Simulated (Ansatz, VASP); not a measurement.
## O (O2 molecule) in two plane-wave programs

Wanted: the spread between two codes on one cell, functional and k mesh. The cell is taken from a series of runs on this material, whose earlier steps may have relaxed, scaled, displaced or heated it; both programs get it as it stands.

Main program and level: Ansatz 0.2.0; plane waves, with VASP 6.6.1 beside it; relaxation of the atoms at r2SCAN.

**1. Starting point**

The cell holds 2 atoms: 2 O. Cell: a = 12.000 Å, b = 12.500 Å, c = 13.000 Å, α = 90.0°, β = 90.0°, γ = 90.0°. Vacuum lies along a, b and c.

Structure file:

```cif
data_structure
_symmetry_space_group_name_H-M 'P 1'
_symmetry_Int_Tables_number 1
_cell_length_a 12.0000
_cell_length_b 12.5000
_cell_length_c 13.0000
_cell_angle_alpha 90.000
_cell_angle_beta 90.000
_cell_angle_gamma 90.000
_cell_volume 1950.00
loop_
_atom_site_label
_atom_site_type_symbol
_atom_site_fract_x
_atom_site_fract_y
_atom_site_fract_z
_atom_site_occupancy
O1 O 0.45000 0.47000 0.45269 1
O2 O 0.45000 0.47000 0.54731 1
```

**2. Ansatz: relaxation of the atoms, r2SCAN**

Ansatz runs on its default PAW (the set named soft_2) files.

A relaxation sums small force errors into a geometry.

Input file input.yaml:

```yaml
crystal:
  lattice:
    - [12.0, 0.0, 0.0]
    - [0.0, 12.5, 0.0]
    - [0.0, 0.0, 13.0]
  atoms:
    - { symbol: O, position: [0.45, 0.47, 0.4526923077], spin: 1.0 }
    - { symbol: O, position: [0.45, 0.47, 0.5473076923], spin: 1.0 }
magnetization:
  spin_polarized: true
  initial_magnetization: 2
  spin_locking: { lock_magnetization: hard }
basis:
  ecutwfc: 500
  xc_grid: 2
hamiltonian:
  xc: r2scan
kpoints:
  mp_grid: { grid: [1, 1, 1] }
scf:
  occupations: { method: fixed }
  max_iter: 150
output:
  forces: true
relax:
  f_tol: 0.01
  max_steps: 60
checkpoint:
  write: "../r2scan.run"
  compress: false
  write_wavefunctions: false
  write_every: 100000
```

Run with:

```sh
ansatz run input.yaml --threads 1 --pin off --max-ram 2826MiB --backend cpu --events-out ev --progress --plain --runs-dir out
```

Numbers of over 12 decimals in the logs are rounded to 6 here.

The program printed:

```text
Warning: This run holds its total moment fixed (magnetization.spin_locking.lock_magnetization: hard) and mixes its density by anderson or broyden (scf.mixing.algorithm, typed or taken by auto). Slabs with a fixed moment have converged under broyden above another state at the same moment, at the default mixing steps and at smaller ones, and under scf.lower_state_search: standard, light or off a state that such a mixer [...]
Engine: ansatz 0.2.0, aarch64-unknown-linux-gnu
Pseudopotentials: kind: paw
Pseudopotential: O, paw, valence charge 6, recommended cutoff 500 eV (meta_gga), O.paw.azcp
Functional definition: r2SCAN
  parameter k0 = 0.174
  parameter k1 = 0.065
  parameter a1 = 4.9479
  exchange = r2scan_x(k0 = k0, k1 = k1, a1 = a1)
  correlation = r2scan_c
Crystal: 2 atoms, lattice volume = 1950.000 Å³
Basis set: ecut = 500 eV, 49521 PW (Γ), exchange–correlation on 180×192×192 points (8 copies of the dense FFT grid, shifted against one another)
Bands: 11, of which v1, the nominal top of the filled ones, is band 6 counted from 1 (5 counted from 0)
Symmetry: 8 space group operations
Space group: Pmmm (ITA 47), of the structure as read, at distance tolerance 1.2e-4 Å
Magnetic group: BNS 47.249 (UNI 347), of the structure as read, at distance tolerance 1.2e-4 Å
k-points: 1
Non-local potential: O, projectors of the file, l = 0: 2, l = 1: 2, l = 2: 1
PAW form: soft (Blöchl's): semilocal exchange-correlation on the pseudo side does not see the compensation charge
PAW frozen core: O, regenerated for the run's functional (the file was generated under x = pbe(κ = 0.804, μ = 0.219515), c = pbe(β = 0.066725))
PAW one-centre angular grid: O, 302 points (default); XC on 160 Gauss nodes
Initial density: superposition of atomic densities (neutral atoms: chi_scale 0, normalization atom)
Starting moments: Σ|m| = 2 μB on 2 of 2 sites
Initial wavefunctions: pseudopotential atomic-orbital guess
Functional: x = r2scan, c = r2scan; τ floored in thin density (d = 2e-4 eV/Å³)
SCF iter   1: F=—  HF=-1131.405205 eV  |F-HF|=—  |Δ(HF+E_count)|=         —  Δρ=8.73e-3 (↑8.73e-3 ↓4.57e-3)  dr2=5.27e-1  dr2_τ=6.34e-2  dr2_m=5.30e-1  M=2.000 μB ∫|m|=2.021 μB  β_m=1.20  ethr=3.10e-3  ⟨swp⟩=5.0  Hψ=120  notcnv=0
preconditioner: auto → Resta (q_TF=auto, 1.168 Å⁻¹)  ε∞=1.0  [insulator: Δε(μ)=6.721 eV  Ē_g=11.276 eV  n_scr=56 (ndim 8)  ℏωp=2.4 eV  f_vac=0.952  ε∞_Penn≈1.0  vacuum switching on, ρ_ref=9.2e-3 e/Å³]
spin=Collinear: Resta preconditioning applied to the charge; magnetization (m = ρ↑ − ρ↓) channel mixes plain (no charge-response kernel on spin).
SCF iter   2: F=—  HF=-1131.651015 eV  |F-HF|=—  |Δ(HF+E_count)|=   2.46e-1  Δρ=3.03e-3 (↑2.37e-3 ↓3.03e-3)  dr2=1.70e-1  dr2_τ=3.98e-3  dr2_m=5.90e-3  M=2.000 μB ∫|m|=2.086 μB  β_m=1.20  ethr=3.10e-3  ⟨swp⟩=3.0  Hψ=58  notcnv=0  defer=4  κ⁻¹=1.0e0(r=1)
SCF iter   3: F=—  HF=-1131.805982 eV  |F-HF|=—  |Δ(HF+E_count)|=   1.55e-1  Δρ=1.63e-3 (↑1.63e-3 ↓1.59e-3)  dr2=5.37e-2  dr2_τ=1.06e-3  dr2_m=2.29e-4  M=2.000 μB ∫|m|=2.091 μB  β_m=1.20  ethr=1.42e-3  ⟨swp⟩=2.5  Hψ=45  notcnv=0  defer=6  κ⁻¹=5.8e-2(r=2)
SCF iter   4: F=—  HF=-1131.919611 eV  |F-HF|=—  |Δ(HF+E_count)|=   1.14e-1  Δρ=4.90e-4 (↑4.69e-4 ↓4.90e-4)  dr2=3.09e-3  dr2_τ=1.15e-4  dr2_m=7.59e-5  M=2.000 μB ∫|m|=2.092 μB  β_m=1.20  ethr=4.47e-4  ⟨swp⟩=3.0  Hψ=40  notcnv=0  defer=4  κ⁻¹=5.1e-3(r=3)
SCF iter   5: F=—  HF=-1131.938101 eV  |F-HF|=—  |Δ(HF+E_count)|=   1.85e-2  Δρ=2.53e-4 (↑2.53e-4 ↓2.43e-4)  dr2=9.09e-4  dr2_τ=3.04e-5  dr2_m=6.67e-6  M=2.000 μB ∫|m|=2.092 μB  β_m=1.20  ethr=2.58e-5  ⟨swp⟩=3.0  Hψ=48  notcnv=0  defer=5  κ⁻¹=6.2e-4(r=4)
SCF iter   6: F=—  HF=-1131.943773 eV  |F-HF|=—  |Δ(HF+E_count)|=   5.67e-3  Δρ=6.47e-5 (↑5.39e-5 ↓6.47e-5)  dr2=4.53e-5  dr2_τ=3.02e-6  dr2_m=2.24e-6  M=2.000 μB ∫|m|=2.092 μB  β_m=1.20  ethr=7.58e-6  ⟨swp⟩=4.0  Hψ=44  notcnv=0  defer=4  κ⁻¹=1.6e-4(r=5)
SCF iter   7: F=—  HF=-1131.944234 eV  |F-HF|=—  |Δ(HF+E_count)|=   4.61e-4  Δρ=1.10e-5 (↑1.10e-5 ↓9.70e-6)  dr2=2.10e-6  dr2_τ=1.60e-7  dr2_m=6.21e-8  M=2.000 μB ∫|m|=2.092 μB  β_m=1.20  ethr=2.08e-8  ⟨swp⟩=3.0  Hψ=91  notcnv=0  κ⁻¹=4.6e-6(r=6)
SCF iter   8: F=—  HF=-1131.944255 eV  |F-HF|=—  |Δ(HF+E_count)|=   2.12e-5  Δρ=6.14e-6 (↑5.98e-6 ↓6.14e-6)  dr2=7.02e-7  dr2_τ=6.32e-8  dr2_m=3.42e-9  M=2.000 μB ∫|m|=2.092 μB  β_m=1.20  ethr=1.75e-8  ⟨swp⟩=4.0  Hψ=58  notcnv=0  κ⁻¹=5.3e-7(r=7)
SCF iter   9: F=-1131.944268 eV  HF=-1131.944268 eV  |F-HF|=3.64e-7  |Δ(HF+E_count)|=   1.22e-5  Δρ=1.19e-6 (↑1.11e-6 ↓1.19e-6)  dr2=2.34e-8  dr2_τ=2.92e-9  dr2_m=7.91e-10  M=2.000 μB ∫|m|=2.092 μB  ethr=5.85e-9  ⟨swp⟩=4.0  Hψ=64  notcnv=0
[...]
SCF iter   1: F=—  HF=-1131.966131 eV  |F-HF|=—  |Δ(HF+E_count)|=         —  Δρ=1.91e-5 (↑1.17e-5 ↓1.91e-5)  dr2=6.27e-6  dr2_τ=1.00e-6  dr2_m=5.53e-7  M=2.000 μB ∫|m|=2.090 μB  β_m=1.20  ethr=1.24e-7  ⟨swp⟩=2.0  Hψ=68  notcnv=0  defer=6
preconditioner: auto → Resta (q_TF=auto, 1.168 Å⁻¹)  ε∞=1.0  [insulator: Δε(μ)=7.350 eV  Ē_g=12.113 eV  n_scr=56 (ndim 8)  ℏωp=2.5 eV  f_vac=0.960  ε∞_Penn≈1.0  vacuum switching on, ρ_ref=1.1e-2 e/Å³]
spin=Collinear: Resta preconditioning applied to the charge; magnetization (m = ρ↑ − ρ↓) channel mixes plain (no charge-response kernel on spin).
[...]
E_kinetic    = 343.069576
  E_local      = -2235.781275  (includes V_loc(G=0)·N_el)
  E_nonlocal   = 97.298350
  E_hartree    = 928.491951
  E_xc         = -141.535212
  E_vxc        = -206.639446  (∫ρ·V_xc dr)
  E_paw        = -319.053634  (= ΣΔE_a)
  E_vpaw       = -72.776239  (= ΣTr[D̂ρ^β])
  E_aug_tail   = 0.001945  (compensation charges beyond the density's cutoff)
  E_vtau       = 15.642259  (kinetic-family band-sum trace: ∫τ·v_τ [+ j·A + Jᵃ·Aᵃ] dr)
  E_ewald      = 195.606025
  E_core_change = -0.063882  (= ΣΔE_core)
  E_smearing   = -0.000000  (= −TS)
  E_closure    = 0.000000  (closes the sum)
  Σ components = -1131.966157   (vs F -1131.966157, Δ=0.00e0)
--- Forces (eV/Å), atoms counted from 1 ---
  atom   1  O      0.00000000    -0.00000000     0.00491694
  atom   2  O      0.00000000    -0.00000000    -0.00491694
  max |Σ_I F_I| component: 5.42e-20 eV/Å
--- The result so far, ahead of a search for a lower minimum behind the relaxation; the run's own can be another ---
--- Relaxed structure (4 steps of the walk, 4 accepted, 0 SCFs on fresh bases) ---
  F+E_penalty+E_count = -1131.96615711 eV   max|allowed force component| = 4.926e-3 eV/Å
  atoms:
    - { symbol: O, position: [0.45, 0.470000, 0.453633] }
    - { symbol: O, position: [0.45, 0.470000, 0.546367] }
--- Search for a lower minimum behind the relaxation: the rows below count on from the relaxation's ---
SCF iter   1: F=-1131.761142 eV  HF=-1131.431919 eV  |F-HF|=3.29e-1  |Δ(HF+E_count)|=         —  Δρ=8.74e-3 (↑8.74e-3 ↓4.68e-3)  dr2=5.57e-1  dr2_τ=6.98e-2  dr2_m=5.40e-1  M=2.000 μB ∫|m|=2.020 μB  β_m=1.20  ethr=3.10e-3  ⟨swp⟩=4.0  Hψ=118  notcnv=0  defer=1
preconditioner: auto → Resta (q_TF=auto, 1.168 Å⁻¹)  ε∞=1.0  [insulator: Δε(μ)=7.139 eV  Ē_g=11.565 eV  n_scr=56 (ndim 8)  ℏωp=2.4 eV  f_vac=0.952  ε∞_Penn≈1.0  vacuum switching on, ρ_ref=9.7e-3 e/Å³]
spin=Collinear: Resta preconditioning applied to the charge; magnetization (m = ρ↑ − ρ↓) channel mixes plain (no charge-response kernel on spin).
SCF iter   2: F=-1131.922951 eV  HF=-1131.673546 eV  |F-HF|=2.49e-1  |Δ(HF+E_count)|=   2.42e-1  Δρ=2.99e-3 (↑2.36e-3 ↓2.99e-3)  dr2=1.77e-1  dr2_τ=3.92e-3  dr2_m=5.93e-3  M=2.000 μB ∫|m|=2.084 μB  β_m=1.20  ethr=3.10e-3  ⟨swp⟩=2.0  Hψ=56  notcnv=0  defer=4  κ⁻¹=1.0e0(r=1)
SCF iter   3: F=-1131.952008 eV  HF=-1131.828812 eV  |F-HF|=1.23e-1  |Δ(HF+E_count)|=   1.55e-1  Δρ=1.60e-3 (↑1.60e-3 ↓1.54e-3)  dr2=5.43e-2  dr2_τ=1.01e-3  dr2_m=2.35e-4  M=2.000 μB ∫|m|=2.089 μB  β_m=1.20  ethr=1.48e-3  ⟨swp⟩=3.0  Hψ=39  notcnv=0  defer=5  κ⁻¹=5.9e-2(r=2)
SCF iter   4: F=-1131.964967 eV  HF=-1131.941217 eV  |F-HF|=2.38e-2  |Δ(HF+E_count)|=   1.12e-1  Δρ=4.83e-4 (↑4.60e-4 ↓4.83e-4)  dr2=2.96e-3  dr2_τ=1.06e-4  dr2_m=6.28e-5  M=2.000 μB ∫|m|=2.090 μB  β_m=1.20  ethr=4.53e-4  ⟨swp⟩=2.5  Hψ=46  notcnv=0  defer=4  κ⁻¹=5.1e-3(r=3)
SCF iter   5: F=-1131.965814 eV  HF=-1131.959666 eV  |F-HF|=6.15e-3  |Δ(HF+E_count)|=   1.84e-2  Δρ=2.55e-4 (↑2.55e-4 ↓2.47e-4)  dr2=9.12e-4  dr2_τ=3.00e-5  dr2_m=6.73e-6  M=2.000 μB ∫|m|=2.090 μB  β_m=1.20  ethr=2.47e-5  ⟨swp⟩=2.5  Hψ=40  notcnv=0  defer=6  κ⁻¹=5.2e-4(r=4)
SCF iter   6: F=-1131.966135 eV  HF=-1131.965690 eV  |F-HF|=4.45e-4  |Δ(HF+E_count)|=   6.02e-3  Δρ=6.03e-5 (↑5.04e-5 ↓6.03e-5)  dr2=4.12e-5  dr2_τ=2.68e-6  dr2_m=2.11e-6  M=2.000 μB ∫|m|=2.090 μB  β_m=1.20  ethr=7.60e-6  ⟨swp⟩=4.0  Hψ=43  notcnv=0  defer=5  κ⁻¹=1.4e-4(r=5)
SCF iter   7: F=-1131.966156 eV  HF=-1131.966133 eV  |F-HF|=2.28e-5  |Δ(HF+E_count)|=   4.43e-4  Δρ=9.65e-6 (↑9.65e-6 ↓8.11e-6)  dr2=1.61e-6  dr2_τ=1.36e-7  dr2_m=3.74e-8  M=2.000 μB ∫|m|=2.090 μB  β_m=1.20  ethr=3.43e-7  ⟨swp⟩=2.5  Hψ=42  notcnv=0  defer=6  κ⁻¹=3.9e-6(r=6)
SCF iter   8: F=-1131.966157 eV  HF=-1131.966147 eV  |F-HF|=9.47e-6  |Δ(HF+E_count)|=   1.42e-5  Δρ=5.51e-6 (↑5.48e-6 ↓5.51e-6)  dr2=6.30e-7  dr2_τ=5.75e-8  dr2_m=1.91e-9  M=2.000 μB ∫|m|=2.090 μB  β_m=1.20  ethr=1.34e-8  ⟨swp⟩=3.0  Hψ=35  notcnv=0  defer=6  κ⁻¹=3.3e-7(r=7)
SCF iter   9: F=-1131.966157 eV  HF=-1131.966157 eV  |F-HF|=1.56e-7  |Δ(HF+E_count)|=   9.77e-6  Δρ=6.85e-7 (↑6.31e-7 ↓6.85e-7)  dr2=6.16e-9  dr2_τ=1.03e-9  dr2_m=9.24e-10  M=2.000 μB ∫|m|=2.090 μB  ethr=8.33e-10  ⟨swp⟩=1.0  Hψ=63  notcnv=0
SCF 1 converged in 9 iterations: F = -1131.966157 eV  dr2 = 6.16e-9
iteration 9: the least curvature of the free energy that was read at this close is 0.587 (0.713 in the run's own bands): not negative
SCF converged after 2 iterations
Stability not checked: this state was not tested for a lower state beside it, because the mixer in use, unlike msr1, does not test its closes by its own steps (another_mixer; see scf.mixing.algorithm and scf.lower_state_search)
Magnetization: 2.0000 μB (7.0000 up, 5.0000 down)
Absolute magnetization: 2.0915 μB (∫|ρ↑−ρ↓|, with the PAW one-centre terms)
Spin contamination: 0.0103 ħ² per cell (⟨S²⟩ above its minimum at these occupations)
Per-site moments (μB) at R_I (Å): [(0.573728, 0.497285), (0.573728, 0.497285)]
Free energy (F): -1131.966157 eV
Harris-Foulkes:  -1131.966157 eV  (|F-HF|=1.04e-7)
Internal energy: -1131.966157 eV  (E = F + TS)
E sigma→0 (E₀):  -1131.966157 eV
Fermi energy:    -7.321530 (↑ -7.321530, ↓ -11.745628) eV
--- Per-component energies (eV) ---
  E_band       = -202.201437
  E_kinetic    = 343.069576
  E_local      = -2235.781275  (includes V_loc(G=0)·N_el)
  E_nonlocal   = 97.298350
  E_hartree    = 928.491951
  E_xc         = -141.535212
  E_vxc        = -206.639446  (∫ρ·V_xc dr)
  E_paw        = -319.053634  (= ΣΔE_a)
  E_vpaw       = -72.776239  (= ΣTr[D̂ρ^β])
  E_aug_tail   = 0.001945  (compensation charges beyond the density's cutoff)
  E_vtau       = 15.642259  (kinetic-family band-sum trace: ∫τ·v_τ [+ j·A + Jᵃ·Aᵃ] dr)
  E_ewald      = 195.606025
  E_core_change = -0.063882  (= ΣΔE_core)
  E_smearing   = -0.000000  (= −TS)
  E_closure    = 0.000000  (closes the sum)
  Σ components = -1131.966157   (vs F -1131.966157, Δ=0.00e0)
--- Forces (eV/Å), atoms counted from 1 ---
  atom   1  O      0.00000000    -0.00000000     0.00491694
  atom   2  O      0.00000000    -0.00000000    -0.00491694
  max |Σ_I F_I| component: 5.42e-20 eV/Å
--- Relaxed structure (4 steps of the walk, 4 accepted, 0 SCFs on fresh bases) ---
  F+E_penalty+E_count = -1131.96615711 eV   max|allowed force component| = 4.926e-3 eV/Å
  atoms:
    - { symbol: O, position: [0.45, 0.470000, 0.453633] }
    - { symbol: O, position: [0.45, 0.470000, 0.546367] }
```

(Part 1 of 2 ends here.)

[Lines on the potential files, build, host, timing and source positions are cut from VASP's logs without a mark.]

[Logs are printed without paths, hosts, clocks, repeated set-up lines and the standing remarks that a program may print on its own settings, such as how far it seeks lower states.]

[Hosts, paths, dates, database ids (printed as entryN), source tags and the programs' standing remarks are cut or masked in the printed files.]
